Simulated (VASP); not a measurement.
The system is CsPbCl3.

```
Cs Pb Cl
1.0
     5.60500    0.00000    0.00000
     0.00000    5.60500    0.00000
     0.00000    0.00000    5.60500
Cs Pb Cl
1 1 3
Cartesian
  0.0000 0.0000 0.0000
  2.8025 2.8025 2.8025
  2.8025 2.8025 0.0000
  0.0000 2.8025 2.8025
  2.8025 0.0000 2.8025
```

```yaml
Program: VASP 6.6.1
Task: relaxation of cell and atoms
Functional: PBE
Dispersion: D3(BJ)
Potentials_or_basis: VASP PAW PBE potentials, release 64 (Cs_sv, Pb_d, Cl)
Cutoff: 600 eV
k_mesh: 6 × 6 × 6
Occupations: gaussian, width 0.03 eV
Spin: no spin polarisation
```

At the start: pressure 0.9 GPa; volume 35.22 Å³/atom.

Question: Where does the relaxation end?

Answer: Over 3 steps the energy falls by 3.2 meV/atom and the volume is 36.39 Å³/atom (+3.3 %); space group Pm-3m (No. 221, to 0.05 Å).

Step by step:
| step | energy change (eV) | largest force (eV/Å) | pressure (GPa) | volume (Å³) |
| --- | --- | --- | --- | --- |
| 1 | 0.0000 | 0.0000 | 0.88 | 176.09 |
| 2 | -0.0154 | 0.0000 | 0.13 | 181.04 |
| 3 | -0.0159 | 0.0000 | 0.02 | 181.93 |

Final structure:
```yaml
crystal:
  lattice:
    - [5.66635, 0.00000, 0.00000]
    - [0.00000, 5.66635, 0.00000]
    - [0.00000, 0.00000, 5.66635]
  atoms:
    - { symbol: Cs, position: [0.00000, 0.00000, 0.00000] }
    - { symbol: Pb, position: [0.50000, 0.50000, 0.50000] }
    - { symbol: Cl, position: [0.50000, 0.50000, 0.00000] }
    - { symbol: Cl, position: [0.00000, 0.50000, 0.50000] }
    - { symbol: Cl, position: [0.50000, 0.00000, 0.50000] }
```
